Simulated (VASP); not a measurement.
# GaSb: how numerical settings change the zone-centre modes, part 2 of 2

Aim: test the modes of GaSb against the numerical settings. The starting structure is a cell with measured lattice constants from the literature and the atomic positions of a computed structure of the Materials Project.

VASP 6.6.1.

Results so far: reference T2 226.8 cm⁻¹; a 5×5×5 mesh T2 225.0 cm⁻¹.

**4. Modes with a cutoff of 280 eV**

Level of this step: LDA; plane waves and PAW (Sb, Ga_d) (VASP).

Against step 2 the input has ENCUT = 280.

File INCAR:

```
SYSTEM = GaSb
PREC = Accurate
ENCUT = 280
EDIFF = 1E-08
NELM = 100
ISMEAR = 0
SIGMA = 0.03
LREAL = .FALSE.
ALGO = Normal
GGA = CA
NBANDS = 15
LORBIT = 11
LWAVE = .FALSE.
LCHARG = .FALSE.
KPAR = 8
IBRION = 8
LEPSILON = .TRUE.
LPEAD = .TRUE.
ISIF = 2
```

File POSCAR:

```
GaSb
1.0
    0.0000000000      3.0266897495      3.0266897495
    3.0266897495      0.0000000000      3.0266897495
    3.0266897495      3.0266897495      0.0000000000
Sb Ga
1 1
Direct
    0.2500000000      0.2500000000      0.2500000000
    0.0000000000      0.0000000000      0.0000000000
```

File KPOINTS:

```
Automatic mesh
0
Gamma
10 10 10
0 0 0
```

The projector-augmented-wave data sets are Sb and Ga_d (LDA family, release 64).

On the command line:

```console
$ mpirun -np 8 vasp_std
```

The log of the run:

```text
[... set-up lines as in an earlier step ...]
 entering main loop
       N       E                     dE             d eps       ncg     rms          rms(c)
DAV:   1     0.638151238922E+02    0.63815E+02   -0.65849E+03  1426   0.107E+03
DAV:   2    -0.412570824666E+01   -0.67941E+02   -0.65768E+02  1627   0.231E+02
DAV:   3    -0.872785771288E+01   -0.46021E+01   -0.45956E+01  1606   0.559E+01
DAV:   4    -0.879678878242E+01   -0.68931E-01   -0.68922E-01  1809   0.762E+00
[...]
DAV:  12    -0.867022685900E+01    0.47247E-07   -0.24944E-07  1809   0.336E-03    0.111E-03
DAV:  13    -0.867022687017E+01   -0.11163E-07   -0.19822E-08  1632   0.139E-03    0.652E-04
DAV:  14    -0.867022686881E+01    0.13561E-08   -0.52012E-10  1125   0.226E-04
   1 F= -.86702269E+01 E0= -.86702253E+01  d E =-.306494E-05
 Linear response reoptimize wavefunctions to high precision
DAV:   1    -0.867022686849E+01    0.31832E-09   -0.29601E-10  1279   0.153E-04
DAV:   2    -0.867022686852E+01   -0.28194E-10   -0.52719E-11   922   0.645E-05
 Linear response to external field (no local field effect), progress :
[...]
RMM:  11    -0.263670797567E-01    0.70442E-08    0.48915E-10 10286   0.269E-05    0.315E-06
 first order change of Fermi-energy   0.21561E-03
 force on displaced ion       1 direction 1 :  -8.420  -0.000  -0.000
 Born effective charge ion    1 direction 1 :   5.805   0.000   0.000
 Linear response progress:
  Degree of freedom:   2/  2
       N       E                     dE             d eps       ncg     rms          rms(c)
RMM:   1    -0.168459272018E+00   -0.16846E+00    0.74371E-02  6381   0.820E+00
RMM:   2    -0.166757025836E+00    0.17022E-02   -0.27097E-02  9526   0.127E+00    0.404E-02
RMM:   3    -0.166779697569E+00   -0.22672E-04   -0.29825E-03  9736   0.390E-01    0.264E-02
RMM:   4    -0.166799436255E+00   -0.19739E-04   -0.21282E-03 10688   0.181E-01    0.134E-02
[...]
RMM:  14    -0.166742708595E+00    0.37926E-07    0.70696E-09  9907   0.696E-05    0.540E-06
RMM:  15    -0.166742746191E+00   -0.37596E-07    0.55144E-08 10350   0.419E-05    0.150E-06
RMM:  16    -0.166742748712E+00   -0.25211E-08    0.11794E-08  9294   0.280E-05    0.127E-06
 first order change of Fermi-energy   0.53221E-04
 force on displaced ion       2 direction 1 :  -8.512   0.000   0.000
 Born effective charge ion    2 direction 1 :   4.620   0.000   0.000
 Born effective charges drift removed
 Linear response finished
```

It took 31 s on 8 MPI ranks of AMD EPYC 7R43, shared host; peak memory 2.1 GiB.

OUTCAR, selected parts (step 4):

```text
  Total       -0.1259306     -0.1259306     -0.1259306     -0.0000000     -0.0000000     -0.0000000
  in kB       -3.6383810     -3.6383810     -3.6383810     -0.0000000     -0.0000000     -0.0000000
  external PRESSURE =      -3.6383810 kB  Pullay stress =       0.0000000 kB

 POSITION                                       TOTAL-FORCE (eV/Angst)
 -----------------------------------------------------------------------------------
      1.51334      1.51334      1.51334        -0.000000     -0.000000     -0.000000
      0.00000      0.00000      0.00000         0.000000      0.000000      0.000000
 -----------------------------------------------------------------------------------
    total drift:                               -0.000002     -0.000002     -0.000003

 MACROSCOPIC STATIC DIELECTRIC TENSOR IONIC CONTRIBUTION
 ------------------------------------------------------
           0.135313     0.000000     0.000000
           0.000000     0.135313     0.000000
           0.000000     0.000000     0.135313
 ------------------------------------------------------

[... 2 parts as in an earlier step ...]

[... 1 further part left out ...]
```

The dielectric tensor of 1.00 in OUTCAR stands for a response that wasn't computed and is no result.

With a cutoff of 280 eV the mode is T2 228.0 cm⁻¹, +1.2 cm⁻¹ from the reference.

**5. Modes with a 12×12×12 mesh**

Against step 2 the input has a 12×12×12 mesh.

Edit INCAR of step 4 so:

```diff
@@ -2,3 +2,3 @@
 PREC = Accurate
-ENCUT = 280
+ENCUT = 450
 EDIFF = 1E-08
```

POSCAR is that of step 4.

File KPOINTS:

```
Automatic mesh
0
Gamma
12 12 12
0 0 0
```

On the command line:

```console
$ mpirun -np 8 vasp_std
```

The log of the run:

```text
[... set-up lines as in an earlier step ...]
 entering main loop
       N       E                     dE             d eps       ncg     rms          rms(c)
DAV:   1     0.766841167545E+02    0.76684E+02   -0.81266E+03  2200   0.137E+03
DAV:   2    -0.283341636944E+01   -0.79518E+02   -0.76798E+02  2440   0.285E+02
DAV:   3    -0.869658701055E+01   -0.58632E+01   -0.58492E+01  2636   0.654E+01
DAV:   4    -0.879912604552E+01   -0.10254E+00   -0.10252E+00  2623   0.980E+00
[...]
DAV:  11    -0.867356084880E+01   -0.21950E-05   -0.43997E-06  2519   0.194E-02    0.519E-03
DAV:  12    -0.867356081741E+01    0.31394E-07   -0.22657E-07  2727   0.350E-03    0.113E-03
DAV:  13    -0.867356082718E+01   -0.97739E-08   -0.20896E-08  2615   0.131E-03
   1 F= -.86735608E+01 E0= -.86735600E+01  d E =-.167791E-05
 Linear response reoptimize wavefunctions to high precision
DAV:   1    -0.867356082727E+01   -0.91859E-10   -0.79242E-10  2235   0.383E-04
 Linear response to external field (no local field effect), progress :
  Direction:   1
[...]
RMM:  10    -0.264688814148E-01    0.57721E-09   -0.93791E-09 16710   0.753E-05    0.577E-06
 first order change of Fermi-energy   0.17242E-03
 force on displaced ion       1 direction 1 :  -8.416  -0.000  -0.000
 Born effective charge ion    1 direction 1 :   5.805   0.000   0.000
 Linear response progress:
  Degree of freedom:   2/  2
       N       E                     dE             d eps       ncg     rms          rms(c)
RMM:   1    -0.168293223952E+00   -0.16829E+00    0.94848E-02 10438   0.849E+00
RMM:   2    -0.166702284085E+00    0.15909E-02   -0.26624E-02 15631   0.135E+00    0.401E-02
RMM:   3    -0.166892379962E+00   -0.19010E-03   -0.33302E-03 16150   0.432E-01    0.265E-02
RMM:   4    -0.166888959378E+00    0.34206E-05   -0.20552E-03 17698   0.208E-01    0.140E-02
[...]
RMM:  12    -0.166862474278E+00   -0.79091E-07    0.99033E-08 17399   0.260E-04    0.529E-06
RMM:  13    -0.166862507221E+00   -0.32943E-07    0.42976E-08 17507   0.142E-04    0.205E-06
RMM:  14    -0.166862507177E+00    0.44419E-10    0.51929E-08 17668   0.818E-05    0.138E-06
 first order change of Fermi-energy   0.35254E-04
 force on displaced ion       2 direction 1 :  -8.370  -0.000  -0.000
 Born effective charge ion    2 direction 1 :   4.619   0.000   0.000
 Born effective charges drift removed
 Linear response finished
```

Elapsed: 92 s, on 8 MPI ranks; peak memory 5.3 GiB; 12 min of CPU time.

Parts of OUTCAR (step 5):

```text
  Total        0.0040620      0.0040620      0.0040620      0.0000000      0.0000000      0.0000000
  in kB        0.1173582      0.1173582      0.1173582      0.0000000      0.0000000      0.0000000
  external PRESSURE =       0.1173582 kB  Pullay stress =       0.0000000 kB

 MACROSCOPIC STATIC DIELECTRIC TENSOR IONIC CONTRIBUTION
 ------------------------------------------------------
           0.136634     0.000000     0.000000
           0.000000     0.136634     0.000000
           0.000000     0.000000     0.136634
 ------------------------------------------------------

[... 3 parts as in an earlier step ...]

[... 1 further part left out ...]
```

The dielectric tensor of 1.00 in OUTCAR stands for a response that wasn't computed and is no result.

With a 12×12×12 mesh the mode is T2 226.8 cm⁻¹, as with the reference.

**6. Modes with finite displacements**

Against step 2 the input has IBRION = 6, NFREE = 2, POTIM = 0.015, no LEPSILON and no LPEAD (also changed: NSW).

Edit INCAR of step 5 so:

```diff
@@ -15,5 +15,6 @@
 KPAR = 8
-IBRION = 8
-LEPSILON = .TRUE.
-LPEAD = .TRUE.
+IBRION = 6
+NFREE = 2
+POTIM = 0.015
+NSW = 1
 ISIF = 2
```

POSCAR is that of step 5.

File KPOINTS:

```
Automatic mesh
0
Gamma
10 10 10
0 0 0
```

On the command line:

```console
$ mpirun -np 8 vasp_std
```

The log of the run:

```text
[... set-up lines as in an earlier step ...]
 entering main loop
       N       E                     dE             d eps       ncg     rms          rms(c)
[... 13 cycles as in an earlier step ...]
   1 F= -.86719496E+01 E0= -.86719481E+01  d E =-.295927E-05
[...]
2 F= -.86710040E+01 E0= -.86709972E+01  d E =-.135851E-04
[...]
3 F= -.86710040E+01 E0= -.86709972E+01  d E =-.135800E-04
[...]
4 F= -.86710109E+01 E0= -.86710041E+01  d E =-.135817E-04
[...]
5 F= -.86710109E+01 E0= -.86710041E+01  d E =-.135739E-04
 Finite differences progress:
  Degree of freedom:   2/  2
  Displacement:        2/  2
  Total:               4/  4
```

The job ended after 34 s (8 MPI ranks; peak memory 2.4 GiB).

Parts of OUTCAR (step 6):

```text
  Total        0.0022957      0.0041867      0.0041867      0.0000000     -0.1129723      0.0000000
  in kB        0.0663271      0.1209618      0.1209618      0.0000000     -3.2639915      0.0000000
  external PRESSURE =       0.1027503 kB  Pullay stress =       0.0000000 kB

 POSITION                                       TOTAL-FORCE (eV/Angst)
 -----------------------------------------------------------------------------------
      1.51334      1.51334      1.51334        -0.125605      0.000000      0.000000
     -0.01500      0.00000      0.00000         0.125605     -0.000000     -0.000000
 -----------------------------------------------------------------------------------
    total drift:                               -0.000782     -0.000000     -0.000000

  FREE ENERGIE OF THE ION-ELECTRON SYSTEM (eV)
  ---------------------------------------------------
  free  energy   TOTEN  =        -8.6710109074 eV

  energy  without entropy=       -8.6709973335  energy(sigma->0) =       -8.67100412

[... 2 parts as in an earlier step ...]

[... 1 further part left out ...]
[key lines of the parts left out:]
E-fermi :   5.0874
```

The last energy, forces and stress in OUTCAR belong to the last displaced cell, not to that of POSCAR.

With finite displacements the mode is T2 226.8 cm⁻¹, as with the reference.

**7. Comparison**

```
                 run     T2                method  core minutes
           reference  226.8   perturbation theory           9.6
        a 5×5×5 mesh  225.0   perturbation theory          2.16
  a cutoff of 280 eV  228.0   perturbation theory          4.13
     a 12×12×12 mesh  226.8   perturbation theory          12.3
finite displacements  226.8  finite displacements          4.53
```

Modes are in cm⁻¹, degenerate ones as one, matched between runs by symmetry and order. A number in brackets counts the listed modes of one symmetry from the lowest. The symmetry labels come from an automatic analysis and can be wrong where levels nearly coincide. Core minutes are wall time times ranks of the run shown, on a shared host.

**8. Results**

```json
{
  "T2, reference": "226.8 cm⁻¹",
  "T2, a 5×5×5 mesh": "225.0 cm⁻¹",
  "T2, a cutoff of 280 eV": "228.0 cm⁻¹",
  "T2, a 12×12×12 mesh": "226.8 cm⁻¹",
  "T2, finite displacements": "226.8 cm⁻¹"
}
```

In words: The largest change comes with a 5×5×5 mesh: -1.8 cm⁻¹ in T2. On finer settings the modes change by less than 0.1 cm⁻¹ with a 12×12×12 mesh. Other changes move the modes by more: -1.8 cm⁻¹ in T2 with a 5×5×5 mesh and +1.2 cm⁻¹ in T2 with a cutoff of 280 eV. The dielectric constants and Born charges in the logs aren't compared here; at a small gap they can be far off, and in a run without a gap they mean nothing. The frequencies are harmonic, and the splitting of polar modes by their long-range field is left out. Further runs on this material are not shown.

[Lines on the potential files, build, host, timing and source positions are cut from VASP's logs without a mark.]

[Logs are printed without paths, hosts, clocks, repeated set-up lines and the standing remarks that a program may print on its own settings, such as how far it seeks lower states.]

[Hosts, paths, dates, database ids (printed as entryN), source tags and the programs' standing remarks are cut or masked in the printed files.]
